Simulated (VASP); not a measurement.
# CuSbTeSe: structure and properties in VASP, part 6 of 6

Wanted: the relaxed cell of CuSbTeSe and its properties. The cell is invented: it takes the structure of a Materials Project entry for AgSbTeSe (space group 123 there), with some of its atoms replaced by other elements, volume scaled by an estimate. It may not be a known or stable phase.

VASP 6.6.1, plane waves and PAW; the level of theory is named at each step.

Still holding for the runs below: This run has no spin polarisation, although Cu can carry a moment. The k-mesh is coarse for a metal.

So far. Step 14 (Volume scan with PW91 (run 7)): The pressure falls from -2.16 to -3.09 GPa. The parabola predicted -3.01 GPa, +0.08 GPa off. Step 16 (Fit for PW91): The fitted volume lies +0.23 % from the relaxed one. At a finite cutoff and mesh the minimum of the energy and the zero of the stress don't quite coincide, and the relaxation stops at a threshold.

## Step 18: Band structure (TB-mBJ)

This step: TB-mBJ, no spin polarisation; plane waves and PAW (Te, Sb, Se, Cu); invented cell (VASP 6.6.1).

The mesh alone shows little of the dispersion and can miss band extrema, so KPOINTS_OPT adds a path through the symmetry points after the self-consistent cycle. TB-mBJ is a local potential fitted to gaps: it costs far less than a hybrid but gives no energy.

The input, INCAR:

```
SYSTEM = CuSbTeSe
PREC = Accurate
ENCUT = 400
EDIFF = 1E-06
NELM = 150
ISMEAR = 0
SIGMA = 0.05
LREAL = .FALSE.
ALGO = Normal
METAGGA = MBJ
LASPH = .TRUE.
NBANDS = 28
LORBIT = 11
LWAVE = .FALSE.
LCHARG = .FALSE.
KPAR = 2
```

The input, POSCAR:

```
CuSbTeSe
1.0
    3.9949679117      0.0000000000      0.0000000000
    0.0000000000      3.9949679117      0.0000000000
    0.0000000000      0.0000000000      6.1828544425
Te Sb Se Cu
1 1 1 1
Direct
    0.5000000000      0.5000000000      0.0000000000
    0.5000000000      0.5000000000      0.5000000000
    0.0000000000      0.0000000000      0.5000000000
    0.0000000000      0.0000000000      0.0000000000
```

The input, KPOINTS:

```
Automatic mesh
0
Gamma
6 6 4
0 0 0
```

The input, KPOINTS_OPT:

```
Line mode
16
Line-mode
Reciprocal
  0.00000000   0.00000000   0.00000000 GAMMA
  0.00000000   0.50000000   0.00000000 X

  0.00000000   0.50000000   0.00000000 X
  0.50000000   0.50000000   0.00000000 M

  0.50000000   0.50000000   0.00000000 M
  0.00000000   0.00000000   0.00000000 GAMMA

  0.00000000   0.00000000   0.00000000 GAMMA
  0.00000000   0.00000000   0.50000000 Z

  0.00000000   0.00000000   0.50000000 Z
  0.00000000   0.50000000   0.50000000 R

  0.00000000   0.50000000   0.50000000 R
  0.50000000   0.50000000   0.50000000 A

  0.50000000   0.50000000   0.50000000 A
  0.00000000   0.00000000   0.50000000 Z

  0.00000000   0.50000000   0.00000000 X
  0.00000000   0.50000000   0.50000000 R

  0.50000000   0.50000000   0.00000000 M
  0.50000000   0.50000000   0.50000000 A
```

PAW data sets: Te, Sb, Se and Cu (PBE family, release 64).

On the command line:

```
$ mpirun -np 2 vasp_std
```

The log of the run:

```text
[banner, memory and clock lines left out]
running    2 mpi-ranks, on    1 nodes
 distrk:  each k-point on    1 cores,    2 groups
 distr:  one band on    1 cores,    1 groups

 POSCAR found type information on POSCAR TeSbSeCu
 POSCAR found :  4 types and       4 ions
 [... a notice as in an earlier step ...]

 LDA part: xc-table for (None), standard interpolation
 POSCAR, INCAR and KPOINTS ok, starting setup
 FFT: planning ... GRIDC
 FFT: planning ... GRID_SOFT
 FFT: planning ... GRID
 WAVECAR not read
 entering main loop
       N       E                     dE             d eps       ncg     rms          rms(c)
DAV:   1     0.100779631930E+04    0.10078E+04   -0.90024E+03  1680   0.764E+02
DAV:   2     0.855527819047E+03   -0.15227E+03   -0.14008E+03  1772   0.188E+02
DAV:   3     0.843005901868E+03   -0.12522E+02   -0.11975E+02  2200   0.606E+01
DAV:   4     0.842607992542E+03   -0.39791E+00   -0.39584E+00  2036   0.989E+00
DAV:   5     0.842595838171E+03   -0.12154E-01   -0.12152E-01  2272   0.202E+00    0.223E+01
DAV:   6     0.832471102418E+03   -0.10125E+02   -0.26316E+02  2096   0.206E+02    0.203E+01
DAV:   7     0.845066039224E+03    0.12595E+02   -0.31364E+01  2192   0.627E+01    0.105E+01
DAV:   8     0.846952434942E+03    0.18864E+01   -0.52094E+00  2136   0.360E+01    0.535E+00
DAV:   9     0.845742185073E+03   -0.12102E+01   -0.12542E+01  2196   0.624E+01    0.169E+01
DAV:  10     0.847977123624E+03    0.22349E+01   -0.11276E+01  2448   0.188E+01    0.405E+00
DAV:  11     0.848029611043E+03    0.52487E-01   -0.17423E+00  1972   0.950E+00    0.311E+00
DAV:  12     0.847921345701E+03   -0.10827E+00   -0.89141E-01  2276   0.111E+01    0.683E+00
DAV:  13     0.848981879623E+03    0.10605E+01   -0.20221E+00  2304   0.127E+01    0.175E+00
DAV:  14     0.848971460604E+03   -0.10419E-01   -0.29437E-01  2308   0.616E+00    0.136E+00
DAV:  15     0.848945860246E+03   -0.25600E-01   -0.39370E-02  2440   0.189E+00    0.144E+00
DAV:  16     0.848865652260E+03   -0.80208E-01   -0.14096E-01  2184   0.680E+00    0.185E+00
DAV:  17     0.848852841567E+03   -0.12811E-01   -0.20264E-02  2592   0.115E+00    0.185E+00
DAV:  18     0.848818408510E+03   -0.34433E-01   -0.26158E-02  2144   0.333E+00    0.226E+00
DAV:  19     0.848968466139E+03    0.15006E+00   -0.14874E-02  2132   0.111E+00    0.202E+00
DAV:  20     0.849091805300E+03    0.12334E+00   -0.75949E-03  2260   0.201E+00    0.174E+00
DAV:  21     0.849076129507E+03   -0.15676E-01   -0.76708E-03  2772   0.153E+00    0.147E+00
DAV:  22     0.849084834364E+03    0.87049E-02   -0.13972E-02  2208   0.251E+00    0.106E+00
DAV:  23     0.849092957107E+03    0.81227E-02   -0.12095E-02  2536   0.205E+00    0.711E-01
DAV:  24     0.849096048692E+03    0.30916E-02   -0.26351E-03  2640   0.423E-01    0.653E-01
DAV:  25     0.849106290251E+03    0.10242E-01   -0.21080E-04  2168   0.133E-01    0.677E-01
DAV:  26     0.849107501362E+03    0.12111E-02   -0.15721E-03  2156   0.780E-01    0.534E-01
DAV:  27     0.849106496733E+03   -0.10046E-02   -0.52187E-03  2228   0.134E+00    0.263E-01
DAV:  28     0.849094947514E+03   -0.11549E-01   -0.56835E-03  2620   0.117E+00    0.141E-01
DAV:  29     0.849097829216E+03    0.28817E-02   -0.10610E-03  2040   0.193E-01    0.136E-01
DAV:  30     0.849099557875E+03    0.17287E-02   -0.77233E-05  2240   0.721E-02    0.116E-01
[...]
DAV:  52     0.849109355684E+03    0.64518E-04   -0.78755E-09   888   0.627E-04    0.305E-04
DAV:  53     0.849109349978E+03   -0.57057E-05   -0.15929E-09   888   0.315E-04    0.277E-04
DAV:  54     0.849109347980E+03   -0.19979E-05   -0.60032E-10   888   0.253E-04    0.207E-04
DAV:  55     0.849109329508E+03   -0.18472E-04   -0.71873E-10   888   0.366E-04    0.128E-04
DAV:  56     0.849109313712E+03   -0.15796E-04   -0.73922E-10   884   0.149E-04    0.951E-05
DAV:  57     0.849109292552E+03   -0.21160E-04   -0.26295E-10   876   0.203E-04    0.648E-05
DAV:  58     0.849109290580E+03   -0.19725E-05   -0.13459E-10   876   0.133E-04    0.638E-05
DAV:  59     0.849109279182E+03   -0.11397E-04   -0.14005E-10   876   0.140E-04    0.304E-05
DAV:  60     0.849109281590E+03    0.24078E-05   -0.72383E-11   876   0.815E-05    0.478E-05
DAV:  61     0.849109276408E+03   -0.51824E-05   -0.38433E-11   876   0.748E-05    0.261E-05
DAV:  62     0.849109275355E+03   -0.10525E-05   -0.26196E-11   876   0.296E-05    0.158E-05
DAV:  63     0.849109275342E+03   -0.13467E-07   -0.51522E-12   876   0.186E-05
   1 F= 0.84910928E+03 E0= 0.84911008E+03  d E =-.161243E-02
 Start KPOINTS_OPT (optional k-point list driver)
k-point batch [1-30\144]
       N       E                     dE             ncg
DAV:   1     0.692989943002E+04   -0.88486E+04     1680
DAV:   2     0.201969018646E+04   -0.49102E+04     1820
DAV:   3     0.159796870630E+04   -0.42172E+03     2156
DAV:   4     0.158502579789E+04   -0.12943E+02     1976
DAV:   5     0.158458806196E+04   -0.43774E+00     2336
DAV:   6     0.158457707581E+04   -0.10986E-01     2132
DAV:   7     0.158457680797E+04   -0.26784E-03     2356
DAV:   8     0.158457679992E+04   -0.80548E-05     1628
DAV:   9     0.158457679934E+04   -0.58342E-06     1368
[...]
k-point batch [121-144\144]
       N       E                     dE             ncg
DAV:   1     0.912086541906E+04   -0.13709E+05     1352
DAV:   2     0.536537805139E+04   -0.37555E+04     1460
DAV:   3     0.506889302529E+04   -0.29649E+03     1732
DAV:   4     0.505974797652E+04   -0.91450E+01     1604
DAV:   5     0.505942296978E+04   -0.32501E+00     1984
DAV:   6     0.505941594815E+04   -0.70216E-02     1688
DAV:   7     0.505941563121E+04   -0.31694E-03     1960
DAV:   8     0.505941561933E+04   -0.11882E-04     1348
DAV:   9     0.505941561866E+04   -0.67139E-06     1212
```

Elapsed: 3.5 min, on 2 MPI ranks of Intel Xeon Platinum 8259CL at 2.50GHz (Skylake/Cascade Lake), shared host; peak memory 0.51 GiB; 6.9 min of CPU time.

OUTCAR, selected parts (step 18):

```text
   NELECT =      28.0000    total number of electrons

 E-fermi :   6.3758

 k-point     1 :       0.0000    0.0000    0.0000
  band No.  band energies     occupation
    ...
     10       4.6154      2.00000
     11       4.6920      2.00000
     12       4.8757      2.00000
     13       5.2944      2.00000
     14       5.2944      2.00000
     15       8.3183      0.00000
     16       9.5537      0.00000
     17      10.2924      0.00000
     18      10.6925      0.00000
     19      10.6925      0.00000
    ...

  Total      -15.7240350    -15.7240350    -15.4861819      0.0000000      0.0000000      0.0000000
  in kB     -255.3047949   -255.3047949   -251.4428707      0.0000000      0.0000000      0.0000000
  external PRESSURE =    -254.0174868 kB  Pullay stress =       0.0000000 kB

  FREE ENERGIE OF THE ION-ELECTRON SYSTEM (eV)
  ---------------------------------------------------
  free  energy   TOTEN  =       849.1092753420 eV

  energy  without entropy=      849.1108877713  energy(sigma->0) =      849.11008156

[... 9 parts as in an earlier step ...]

[... 9 further parts left out ...]
```

This functional is a potential without an energy, so its energies, forces and stress mean nothing and are not read.

Numbers from this step:

```
SCF cycles           : 63
bands                : 28
irreducible k-points : 30
Fermi energy         : 6.376 eV
```

Electronic bands along the path, in eV, zero at the Fermi level; # counts the bands kept, so #1 is VASP's band 3:

| point | #9 | #10 | #11 | #12 | #13 | #14 | #15 | #16 |
| --- | --- | --- | --- | --- | --- | --- | --- | --- |
| Γ | -1.68 | -1.50 | -1.08 | -1.08 | 1.94 | 3.18 | 3.92 | 4.32 |
| 0.47 of the way | -1.75 | -1.54 | -1.53 | -0.18 | 2.10 | 2.35 | 3.56 | 3.71 |
| X | -1.60 | -1.54 | -0.83 | -0.47 | -0.28 | 1.28 | 4.01 | 5.04 |
| 0.47 of the way | -1.79 | -1.70 | -1.57 | -0.56 | 2.42 | 2.77 | 3.40 | 4.05 |
| M | -1.89 | -1.84 | -1.72 | -1.55 | 0.49 | 3.40 | 3.40 | 4.59 |
| 0.47 of the way | -1.70 | -1.64 | -1.58 | -1.19 | 0.99 | 3.62 | 4.11 | 4.23 |
| Γ | -1.68 | -1.50 | -1.08 | -1.08 | 1.94 | 3.18 | 3.92 | 4.32 |
| 0.47 of the way | -1.74 | -1.21 | -1.18 | -1.18 | 1.89 | 2.78 | 3.24 | 4.21 |
| Z | -1.71 | -1.31 | -1.31 | -1.28 | 0.11 | 3.33 | 3.82 | 4.13 |
| 0.53 of the way | -1.70 | -0.97 | -0.86 | -0.08 | 0.33 | 1.50 | 1.82 | 4.03 |
| R | -1.58 | -0.69 | -0.51 | -0.49 | -0.33 | 0.35 | 0.82 | 3.76 |
| 0.53 of the way | -1.75 | -1.07 | -0.91 | -0.67 | -0.24 | 2.74 | 2.96 | 3.98 |
| A | -1.80 | -1.68 | -1.56 | -0.77 | 0.13 | 2.09 | 5.26 | 5.26 |
| 0.47 of the way | -1.65 | -1.65 | -0.83 | -0.83 | 0.33 | 1.08 | 4.00 | 4.48 |
| Z | -1.71 | -1.31 | -1.31 | -1.28 | 0.11 | 3.33 | 3.82 | 4.13 |
| jump to X | -1.60 | -1.54 | -0.83 | -0.47 | -0.28 | 1.28 | 4.01 | 5.04 |
| 0.47 of the way | -1.63 | -1.16 | -0.76 | -0.42 | -0.33 | 1.08 | 2.38 | 4.41 |
| R | -1.58 | -0.69 | -0.51 | -0.49 | -0.33 | 0.35 | 0.82 | 3.76 |
| jump to M | -1.89 | -1.84 | -1.72 | -1.55 | 0.49 | 3.40 | 3.40 | 4.59 |
| 0.47 of the way | -1.84 | -1.84 | -1.62 | -1.54 | 1.10 | 2.82 | 3.94 | 3.94 |
| A | -1.80 | -1.68 | -1.56 | -0.77 | 0.13 | 2.09 | 5.26 | 5.26 |

Of the projections kept (Te, Sb, Se, Cu), the largest for each band there; the rest of the weight can lie on other orbitals:

| point | #9 | #10 | #11 | #12 | #13 | #14 | #15 | #16 |
| --- | --- | --- | --- | --- | --- | --- | --- | --- |
| Γ | Cu 0.99 | Se 0.67 | Te 0.84 | Te 0.84 | Cu 0.63 | Sb 0.49 | Sb 0.61 | Sb 0.60 |
| X | Cu 0.97 | Cu 0.98 | Se 0.65 | Sb 0.59 | Sb 0.68 | Te 0.50 | Te 0.55 | Te 0.51 |
| M | Cu 0.99 | Cu 1.00 | Cu 0.99 | Cu 0.97 | Cu 0.85 | Sb 0.31 | Sb 0.31 | Sb 0.51 |
| Γ | Cu 0.99 | Se 0.67 | Te 0.84 | Te 0.84 | Cu 0.63 | Sb 0.49 | Sb 0.61 | Sb 0.60 |
| Z | Cu 0.99 | Te 0.89 | Te 0.89 | Cu 0.91 | Sb 0.52 | Sb 0.58 | Cu 0.39 | Sb 0.56 |
| R | Cu 0.63 | Sb 0.79 | Sb 0.67 | Cu 0.68 | Sb 0.89 | Sb 0.31 | Te 0.51 | Cu 0.51 |

There is no gap at this level.

## Step 19: A single point (PW91), changed input

This step: PW91, no spin polarisation; plane waves and PAW (Te, Sb, Se, Cu); invented cell (VASP 6.6.1).

A single point gives energy, forces and stress at these settings. Some settings are moved from the usual, to see what they do.

The input, INCAR:

```
SYSTEM = CuSbTeSe
PREC = Accurate
ENCUT = 400
EDIFF = 1E-06
NELM = 100
ISMEAR = 0
SIGMA = 0.05
LREAL = .FALSE.
ALGO = Normal
GGA = 91
NBANDS = 20
LASPH = .FALSE.
LORBIT = 11
LWAVE = .FALSE.
LCHARG = .FALSE.
KPAR = 2
ISIF = 2
```

POSCAR is that of step 18.

KPOINTS is that of step 18.

On the command line:

```
$ mpirun -np 2 vasp_std
```

The log of the run:

```text
[... set-up lines as in an earlier step ...]
 entering main loop
       N       E                     dE             d eps       ncg     rms          rms(c)
[... 1 cycle as in an earlier step ...]
DAV:   2    -0.105007035202E+00   -0.16335E+03   -0.15641E+03  1252   0.252E+02
DAV:   3    -0.145907742736E+02   -0.14486E+02   -0.13862E+02  1620   0.808E+01
DAV:   4    -0.151964917768E+02   -0.60572E+00   -0.59990E+00  1432   0.148E+01
DAV:   5    -0.152201758229E+02   -0.23684E-01   -0.23671E-01  1700   0.363E+00    0.962E+00
DAV:   6    -0.156740890025E+02   -0.45391E+00   -0.21471E+01  1580   0.823E+01    0.729E+00
DAV:   7    -0.145627618382E+02    0.11113E+01   -0.39675E+00  1448   0.581E+01    0.354E+00
DAV:   8    -0.146387554096E+02   -0.75994E-01   -0.13101E+00  1832   0.217E+01    0.234E+00
DAV:   9    -0.145827280717E+02    0.56027E-01   -0.62490E-01  1596   0.164E+01    0.647E-01
DAV:  10    -0.145800234007E+02    0.27047E-02   -0.28855E-02  1764   0.354E+00    0.249E-01
DAV:  11    -0.145800750021E+02   -0.51601E-04   -0.25667E-03  1844   0.533E-01    0.133E-01
DAV:  12    -0.145801454877E+02   -0.70486E-04   -0.10762E-03  1744   0.704E-01    0.113E-01
DAV:  13    -0.145800648772E+02    0.80610E-04   -0.32014E-04  1628   0.429E-01    0.603E-02
DAV:  14    -0.145800498142E+02    0.15063E-04   -0.77705E-05  1824   0.153E-01    0.207E-02
DAV:  15    -0.145800496183E+02    0.19591E-06   -0.11951E-05  1364   0.178E-02    0.451E-03
DAV:  16    -0.145800495448E+02    0.73466E-07   -0.74311E-07   736   0.218E-02
   1 F= -.14580050E+02 E0= -.14579309E+02  d E =-.148056E-02
```

Wall time 19 s (2 MPI ranks); peak memory 0.4 GiB; 36 s of CPU time.

Parts of OUTCAR (step 19):

```text
   NELECT =      28.0000    total number of electrons

 E-fermi :   6.0995

 k-point     1 :       0.0000    0.0000    0.0000
  band No.  band energies     occupation
    ...
     10       4.1626      2.00000
     11       4.2282      2.00000
     12       4.8942      2.00000
     13       5.1510      2.00000
     14       5.1510      2.00000
     15       7.1399      0.00000
     16       9.2126      0.00000
     17       9.8642      0.00000
     18      10.3450      0.00000
     19      10.3450      0.00000
    ...

  Total       -0.0010381     -0.0010381      0.0090489      0.0000000      0.0000000      0.0000000
  in kB       -0.0168548     -0.0168548      0.1469238      0.0000000      0.0000000      0.0000000
  external PRESSURE =       0.0377381 kB  Pullay stress =       0.0000000 kB

  FREE ENERGIE OF THE ION-ELECTRON SYSTEM (eV)
  ---------------------------------------------------
  free  energy   TOTEN  =       -14.5800495448 eV

  energy  without entropy=      -14.5785689809  energy(sigma->0) =      -14.57930926

[... 9 parts as in an earlier step ...]

[... 9 further parts left out ...]
```

ALGO acts on the way to self-consistency or on speed; a fully converged result doesn't depend on them, though slow mixing can meet EDIFF with the stress still off. LASPH is off, so gradient terms of the non-spherical density inside the spheres are left out; for open d or f shells this can shift gaps and moments.

Numbers from this step:

```
SCF cycles              : 16
bands                   : 20
free energy (TOTEN)     : -14.58 eV
energy at zero smearing : -14.58 eV
Fermi energy            : 6.099 eV
pressure                : 0.003774 GPa
```

Against the sound run “volume scan with PW91”, the energy at zero smearing moves by +0.2 meV an atom, the pressure by -0.00 GPa and the Fermi level by -0.00 eV.

## Step 20: Summary of results

| Property | Result |
| --- | --- |
| relaxed volume | 24.67 Å³/atom |
| relaxed conventional cell a, b, c | 3.995, 3.995, 6.183 Å |
| space group after relaxing, within 0.02 Å | P4/mmm (No. 123) |
| band gap | none, a metal |
| DOS at the Fermi level | 1.24 states/eV/cell |
| bulk modulus from the fit | 61.9 GPa |
| volume from the fit | 24.7 Å³/atom |
| band gap (TB-mBJ) | none, a metal |

With PW91, CuSbTeSe relaxes to 24.67 Å³/atom in space group P4/mmm (held by the symmetry of the run), comes out as a metal and has a bulk modulus of 61.9 GPa at fixed shape and positions, an upper bound. Bands along the symmetry lines (PW91): Of the bands kept, 2 cross the Fermi level on this path. Band structure (TB-mBJ): Of the bands kept, 2 cross the Fermi level on this path. The other levels ran on the cell relaxed with PW91, and without spin-orbit coupling unless named. Spin-orbit coupling is left out, and with elements this heavy it would split and shift bands near the Fermi level. The k-sampling is coarse for a metal, so the Fermi level, pressures and the shape of the cell carry errors. Magnetism was not tested. No search among competing phases was made. All values are for a static lattice at zero temperature.

[Lines on the potential files, build, host, timing and source positions are cut from VASP's logs without a mark.]

[Logs are printed without paths, hosts, clocks, repeated set-up lines and the standing remarks that a program may print on its own settings, such as how far it seeks lower states.]

[Hosts, paths, dates, database ids (printed as entryN), source tags and the programs' standing remarks are cut or masked in the printed files.]

[A measured line is paired with the nearest computed mode of its activity, which favours agreement.]
